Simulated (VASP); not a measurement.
```
Ir
1.0
    0.00000     1.92000     1.92000
    1.92000     0.00000     1.92000
    1.92000     1.92000     0.00000
Ir
1
Direct
  0.00000   0.00000   0.00000
```

The numbers are results of TPSS meta-GGA, VASP's PBE PAW potentials (set 64) (plane waves; VASP 6.6.1), not measurements. Run with 520 eV cut-off, 15×15×15 Γ-centred mesh, first-order Methfessel-Paxton smearing of 0.10 eV, potentials Ir.

### Question
The ions, cell shape and volume are relaxed. What does this cell relax into?

### Answer

```
Ir
1.0
    0.00000     1.92772     1.92772
    1.92772     0.00000     1.92772
    1.92772     1.92772     0.00000
Ir
1
Direct
  0.00000   0.00000   0.00000
```
Space group Fm-3m (225), at a tolerance of 0.03 Å.

### Question
How do energy and volume change from the first to the last step?

### Answer
The energy (σ→0) changes by -2.3 meV/atom and the volume by +1.2 %, in 3 ionic steps.

```csv
step,E(σ→0) (eV),max force (eV/Å),pressure (GPa),volume (Å³)
1,-9.6183,0.000,4.54,14.16
2,-9.5875,0.000,-15.05,14.99
3,-9.6206,0.000,-0.07,14.33
```

The compound is Ir in the fcc structure. This run relaxes it. Symmetry was kept, so distortions that lower it aren't found.
